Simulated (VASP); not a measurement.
Here is the system:

```
HfN
1.0
    0.00000     2.20534     2.20534
    2.20534     0.00000     2.20534
    2.20534     2.20534     0.00000
Hf N
1 1
Direct
  0.00000   0.00000   0.00000
  0.50000   0.50000   0.50000
```

All values below come from vdW-DF-cx, VASP's PBE PAW potentials (set 64) (plane waves; VASP 6.6.1). Settings: 520 eV cut-off, 14×14×14 Γ-centred mesh, first-order Methfessel-Paxton smearing of 0.10 eV, potentials Hf_pv N.

**Question.** Give the stress tensor in GPa (positive for a compressed cell).

**Answer.** 
```
20.41   0.00   0.00
 0.00  20.41   0.00
 0.00   0.00  20.41
```
The pressure is its mean diagonal, 20.41 GPa.

The compound is HfN in the rock salt structure. This cell is one point of a volume scan, at 0.94 of the reference volume. The electron count is odd and the run is not spin-polarised, which forces a metal.
